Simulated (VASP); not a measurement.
These are AM05 GGA, VASP's PBE PAW potentials (set 64) (plane waves; VASP 6.6.1) values and carry that method's errors.

The input files of a VASP run:

**INCAR**
```
# general
SYSTEM  = Re
PREC    = Accurate
ENCUT   = 520   # plane-wave cut-off (eV)
LREAL   = .FALSE.   # projection in real space or not
LASPH   = .TRUE.   # aspherical one-centre terms

# electronic loop
EDIFF   = 1E-7   # SCF stop (eV)
NELM    = 100   # most electronic steps
ALGO    = Normal
LMAXMIX = 6   # l cut-off of mixed one-centre charges

# smearing
ISMEAR  = -5   # tetrahedra, Bloechl

# functional
GGA     = AM   # AM05

# ions
ISIF    = 2

# output
LWAVE   = .FALSE.
LCHARG  = .TRUE.
LORBIT  = 11   # lm-projected
NEDOS   = 601   # DOS grid
```

KPOINTS:
```
Automatic mesh
0
Gamma
17 17 9
0 0 0
```

**POSCAR**
```
Re
1
    1.3712827466    -2.3751312764     0.0000000000
    1.3712827466     2.3751312764     0.0000000000
    0.0000000000    -0.0000000000     4.4379648536
Re
2
Direct
  0.3333330000   0.6666670000   0.2500000000
  0.6666670000   0.3333330000   0.7500000000
```

POTCAR, in this order: Re (PBE.64 set). Program: vasp_std.

What VASP printed:

File OSZICAR:
```
       N       E                     dE             d eps       ncg     rms          rms(c)
DAV:   1     0.275566304056E+02    0.27557E+02   -0.69548E+03  6552   0.158E+03
DAV:   2    -0.217116787991E+02   -0.49268E+02   -0.42869E+02  5840   0.328E+02
DAV:   3    -0.274305466838E+02   -0.57189E+01   -0.47590E+01  6082   0.236E+02
DAV:   4    -0.277471249986E+02   -0.31658E+00   -0.28063E+00  6633   0.251E+01
DAV:   5    -0.277593585922E+02   -0.12234E-01   -0.11534E-01  6266   0.296E+00    0.433E+01
DAV:   6    -0.266664352359E+02    0.10929E+01   -0.10928E+00  6833   0.314E+01    0.180E+01
DAV:   7    -0.262933715880E+02    0.37306E+00   -0.77222E-01  7016   0.258E+01    0.624E-01
DAV:   8    -0.262805922056E+02    0.12779E-01   -0.96078E-03  6714   0.916E-01    0.129E-01
DAV:   9    -0.262798330880E+02    0.75912E-03   -0.62821E-04  6990   0.259E-01    0.416E-02
DAV:  10    -0.262798347386E+02   -0.16506E-05   -0.57042E-05  5961   0.117E-01    0.141E-02
DAV:  11    -0.262798438657E+02   -0.91271E-05   -0.58219E-06  7184   0.374E-02    0.309E-03
DAV:  12    -0.262798438302E+02    0.35492E-07   -0.61321E-08  3404   0.120E-02
   1 F= -.26279844E+02 E0= -.26279844E+02  d E =0.000000E+00
```

### OUTCAR
```
------------------------ aborting loop because EDIFF is reached ----------------------------------------
  FORCE on cell =-STRESS in cart. coord.  units (eV):
  Direction    XX          YY          ZZ          XY          YZ          ZX
  --------------------------------------------------------------------------------------
  Total        0.0693145      0.0693145     -0.1351417      0.0000000      0.0000000      0.0000000
  in kB        3.8415488      3.8415484     -7.4898224      0.0000000      0.0000000      0.0000000
  external PRESSURE =       0.0644249 kB  Pullay stress =       0.0000000 kB
  volume of cell :       28.91
      direct lattice vectors                 reciprocal lattice vectors
     1.371282747 -2.375131276  0.000000000     0.364622104 -0.210514680  0.000000000
     1.371282747  2.375131276  0.000000000     0.364622104  0.210514680  0.000000000
     0.000000000  0.000000000  4.437964854     0.000000000  0.000000000  0.225328508
 POSITION                                       TOTAL-FORCE (eV/Angst)
 -----------------------------------------------------------------------------------
      1.37128      0.79171      1.10949        -0.000000     -0.000000      0.000000
      1.37128     -0.79171      3.32847         0.000000      0.000000      0.000000
 -----------------------------------------------------------------------------------
    total drift:                                0.000000      0.000007     -0.000016
  FREE ENERGIE OF THE ION-ELECTRON SYSTEM (eV)
  ---------------------------------------------------
  free  energy   TOTEN  =       -26.2798438302 eV

  energy  without entropy=      -26.2798438302  energy(sigma->0) =      -26.27984383

 total charge

# of ion       s       p       d       tot
------------------------------------------
    1        0.634   0.699   4.858   6.191
    2        0.634   0.699   4.858   6.191
--------------------------------------------------
tot          1.268   1.398   9.716  12.383
```
(Selected blocks of OUTCAR.)

For a metal the tetrahedron method with Blöchl corrections gives inexact stress and forces.

The compound is Re in the hcp structure. It was relaxed first.
